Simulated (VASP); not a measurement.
Consider the following.

```yaml
crystal:
  lattice:
    - [0.00000, 3.03476, 3.03476]
    - [3.03476, 0.00000, 3.03476]
    - [3.03476, 3.03476, 0.00000]
  atoms:
    - { symbol: Pb, position: [0.00000, 0.00000, 0.00000] }
    - { symbol: Se, position: [0.50000, 0.50000, 0.50000] }
```

Level of theory: PBE GGA with D3 dispersion (Becke-Johnson damping), VASP's PBE PAW potentials (set 64) (plane waves; VASP). Settings: 520 eV cut-off, 8×8×8 Γ-centred mesh, Gaussian smearing of 0.050 eV, potentials Pb_d Se.

Unless said otherwise, spin-orbit coupling is left out, though it shifts the bands of the heavy elements here.

**Question.** Estimate the energy per atom (σ→0), pressure, band gap (on the k-mesh) with the smallest direct gap where there is one.

**Answer.** 
The band gap (on the k-mesh) is 0.20 eV, the smallest direct gap (on the k-mesh) comes out as 0.20 eV and the energy per atom (σ→0) is -4453 meV/atom. The pressure comes out as 1.73 GPa.

The absolute energy has meaning only against runs of the same code, potentials and settings.

The compound is PbSe in the rock salt structure. This cell is one point of a volume scan, at 0.97 of the reference volume.
